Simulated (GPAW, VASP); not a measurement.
VASP input:

File POSCAR:
```
ZrCu5
1
    0.0000000000     3.4115450000     3.4115450000
    3.4115450000     0.0000000000     3.4115450000
    3.4115450000     3.4115450000     0.0000000000
Zr Cu
1 5
Direct
  0.0197200000  -0.0036330000  -0.0113460000
  0.7420480000   0.7492340000   0.7497440000
  0.3441120000   0.9022180000   0.3730380000
  0.3931620000   0.3710320000   0.3832780000
  0.8525590000   0.3885280000   0.3850300000
  0.3983990000   0.3426200000   0.8702560000
```

KPOINTS:
```
Automatic mesh
0
Gamma
4 4 4
0 0 0
```

**INCAR**
```
ALGO  =  Normal
EDIFF  =  1E-6
ENCUT  =  300
GGA  =  PS
ISIF  =  2
ISMEAR  =  0
LASPH  =  T
LCHARG  =  F
LMAXMIX  =  4
LREAL  =  F
LWAVE  =  F
NELM  =  100
PREC  =  Accurate
SIGMA  =  0.05
SYSTEM  =  ZrCu5
```

POTCAR, in this order: Zr_sv Cu (PBE.64 set). Program: vasp_std.

### Question
Translate it to GPAW.

### Answer
One input that does it (PBEsol, GPAW PAW datasets PBEsol (made by gpaw-setup)):
```
from ase import Atoms
from ase.units import GPa
from gpaw import GPAW, PW

atoms = Atoms(['Zr', 'Cu', 'Cu', 'Cu', 'Cu', 'Cu'],
              cell=[[0.000000, 3.411545, 3.411545],
                    [3.411545, 0.000000, 3.411545],
                    [3.411545, 3.411545, 0.000000]],
              scaled_positions=[[0.019720, -0.003633, -0.011346],
                                [0.742048, 0.749234, 0.749744],
                                [0.344112, 0.902218, 0.373038],
                                [0.393162, 0.371032, 0.383278],
                                [0.852559, 0.388528, 0.385030],
                                [0.398399, 0.342620, 0.870256]],
              pbc=True)

calc = GPAW(mode=PW(800),
            xc='PBEsol',
            kpts={'size': (4, 4, 4), 'gamma': True},
            occupations={'name': 'methfessel-paxton', 'width': 0.05, 'order': 0},
            nbands=-14,
            convergence={'density': 1e-05},
            symmetry={'symmorphic': False, 'tolerance': 0.0005},
            maxiter=100,
            txt='-')

atoms.calc = calc

energy = atoms.get_potential_energy()
print('Energy (eV):', round(energy, 6))
forces = atoms.get_forces()
print('Forces (eV/Ang):')
print(forces.round(5))
stress = atoms.get_stress()
print('Stress (GPa, Voigt):', (stress / GPa).round(4))
```
Both inputs were run and reached self-consistency, which says nothing on mesh or cut-off. Potentials, basis and cut-offs are each code's own, so they don't translate, and total energies aren't comparable.

The structure comes from a computed database's ZrCu5 entry; how it stands against other phases isn't given here. The cell was not relaxed at this level, atoms are displaced from their ideal sites, and it may have been scaled.
